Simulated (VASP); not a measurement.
A run of VASP 6.6.1:

POSCAR

```
Zn7CdSe8                                
1.0
   -5.6982600659     -0.0000000000      5.6982600659
   -5.6982600659     -5.6982600659     -0.0000000000
    0.0000000000     -5.6982600659      5.6982600659
  Cd              Zn              Se            
     1     7     8
Direct
     0.0000000000000000    0.5000000000000000    1.0000000000000000
     0.9990600794051678    0.0009399205948322    0.9990600794051678
     0.9990600794051678    0.4990600794051678    0.5009399205948322
     0.9990600794051678    0.0009399205948322    0.5009399205948322
     0.5009399205948322    0.4990600794051678    0.9990600794051678
     0.5009399205948322    0.0009399205948322    0.9990600794051678
     0.5009399205948322    0.4990600794051678    0.5009399205948322
     0.5000000000000000    1.0000000000000000    0.5000000000000000
     0.1308235931793991    0.1075292204618099    0.1308235931793991
     0.1308235931793991    0.6308235931793991    0.1308235931793991
     0.1248358275794743    0.1250547241401776    0.6250547241401776
     0.1308235931793991    0.6308235931793991    0.6075292204618099
     0.6250547241401776    0.1250547241401776    0.1248358275794743
     0.6075292204618099    0.6308235931793991    0.1308235931793991
     0.6250547241401776    0.1250547241401776    0.6250547241401776
     0.6250547241401776    0.6248358275794743    0.6250547241401776
```

INCAR.step1

```
SYSTEM = Zn7CdSe8
ALGO = Normal
EDIFF = 1E-5
ENCUT = 520
GGA = PE
GGA_COMPAT = .FALSE.
ISIF = 2
ISMEAR = 0
KPAR = 4
LASPH = .TRUE.
LCHARG = .FALSE.
LNONCOLLINEAR = .TRUE.
LORBIT = 11
LREAL = .FALSE.
LSORBIT = .TRUE.
LWAVE = .TRUE.
MAGMOM = 0 0 0 0 0 0 0 0 0 0 0 0 0 0 0 0 0 0 0 0 0 0 0 0 0 0 0 0 0 0 0 0 0 0 0 0 0 0 0 0 0 0 0 0 0 0 0 0
NBANDS = 172
NELM = 80
PREC = Accurate
SIGMA = 0.03
```

The input INCAR.step2:

```
SYSTEM = Zn7CdSe8
ALGO = Normal
EDIFF = 1E-6
ENCUT = 520
GGA_COMPAT = .FALSE.
ISIF = 2
ISMEAR = 0
ISTART = 1
KPAR = 4
LASPH = .TRUE.
LCHARG = .FALSE.
LNONCOLLINEAR = .TRUE.
LORBIT = 11
LREAL = .FALSE.
LSORBIT = .TRUE.
LWAVE = .FALSE.
MAGMOM = 0 0 0 0 0 0 0 0 0 0 0 0 0 0 0 0 0 0 0 0 0 0 0 0 0 0 0 0 0 0 0 0 0 0 0 0 0 0 0 0 0 0 0 0 0 0 0 0
METAGGA = MBJ
NBANDS = 172
NELM = 80
PREC = Accurate
SIGMA = 0.03
```

Contents of KPOINTS:

```
k-points
0
G
  4 4 4
  0 0 0
```

File KPOINTS_OPT:

```
explicit points
6
Reciprocal
 0.0000000000  0.0000000000  0.0000000000 1
 0.3750000000  0.3750000000  0.7500000000 1
 0.5000000000  0.5000000000  0.5000000000 1
 0.6250000000  0.2500000000  0.6250000000 1
 0.5000000000  0.2500000000  0.7500000000 1
 0.5000000000  0.0000000000  0.5000000000 1
```

Potentials or basis: VASP PAW PBE potentials, release 64 (Cd, Zn, Se).

The run is started by

```console
$ cat potpaw_PBE.64/Cd/POTCAR potpaw_PBE.64/Zn/POTCAR potpaw_PBE.64/Se/POTCAR > POTCAR
$ cp INCAR.step1 INCAR
$ mpirun -np 4 vasp_ncl > vasp.out
$ cp INCAR.step2 INCAR
$ mpirun -np 4 vasp_ncl > vasp.out
```

Hardware: 4 MPI ranks on Intel(R) Xeon(R) 6975P-C (Granite Rapids) (shared host).

**Question.** Estimate the wall time of this run.

**Answer.** Run time: 29 min on 4 MPI ranks on Intel(R) Xeon(R) 6975P-C (Granite Rapids), on a shared host, peak memory 2.3 GiB a rank. Counts: scf iterations 47, k points 10.
